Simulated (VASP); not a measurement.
The system is SnSe2.

```
Sn Se
1.0
     3.81100    0.00000    0.00000
    -1.90550    3.30042    0.00000
     0.00000    0.00000    6.13600
Sn Se
1 2
Direct
  0.00000 0.00000 0.00000
  0.33333 0.66667 0.24900
  0.66667 0.33333 0.75100
```

```yaml
Program: VASP 6.6.1
Task: relaxation of cell and atoms
Functional: rev-vdW-DF2
Potentials_or_basis: VASP PAW PBE potentials, release 64 (Sn_d, Se)
Cutoff: 600 eV
k_mesh: 9 × 9 × 5
Occupations: gaussian, width 0.03 eV
Spin: no spin polarisation
```

At the start: pressure 4.5 GPa; volume 25.73 Å³/atom.

Where does the relaxation end?

Over 14 steps the energy falls by 29.7 meV/atom and the volume is 26.28 Å³/atom (+2.2 %); space group P-3m1 (No. 164, to 0.05 Å).

The path:
| step | energy change (eV) | largest force (eV/Å) | pressure (GPa) | volume (Å³) |
| --- | --- | --- | --- | --- |
| 1 | 0.0000 | 0.8989 | 4.49 | 77.18 |
| 2 | -0.0305 | 0.3940 | -3.26 | 85.51 |
| 3 | -0.0807 | 0.1226 | -0.34 | 81.64 |
| 4 | -0.0807 | 0.1357 | -0.19 | 81.55 |
| 5 | -0.0828 | 0.0997 | -0.13 | 81.20 |
| 6 | -0.0838 | 0.0585 | -0.03 | 80.80 |
| 7 | -0.0839 | 0.0464 | 0.01 | 80.68 |
| 8 | -0.0849 | 0.0314 | -0.06 | 80.55 |
| 9 | -0.0870 | 0.0116 | -0.26 | 80.18 |
| 10 | -0.0877 | 0.0933 | -0.57 | 79.43 |
| 11 | -0.0880 | 0.0606 | -0.44 | 79.72 |
| 12 | -0.0885 | 0.0452 | -0.34 | 79.47 |
| 13 | -0.0891 | 0.0024 | 0.06 | 78.72 |
| 14 | -0.0891 | 0.0051 | 0.00 | 78.84 |

Final structure:
```cif
data_structure
_symmetry_space_group_name_H-M 'P 1'
_symmetry_Int_Tables_number 1
_cell_length_a 3.8658
_cell_length_b 3.8658
_cell_length_c 6.0915
_cell_angle_alpha 90.000
_cell_angle_beta 90.000
_cell_angle_gamma 120.000
_cell_volume 78.84
loop_
_atom_site_label
_atom_site_type_symbol
_atom_site_fract_x
_atom_site_fract_y
_atom_site_fract_z
_atom_site_occupancy
Sn1 Sn 0.00000 0.00000 0.00000 1
Se1 Se 0.33333 0.66667 0.26279 1
Se2 Se 0.66667 0.33333 0.73721 1
```

Caveat: the PAW data sets were made with another functional, which shifts forces and pressure a little.
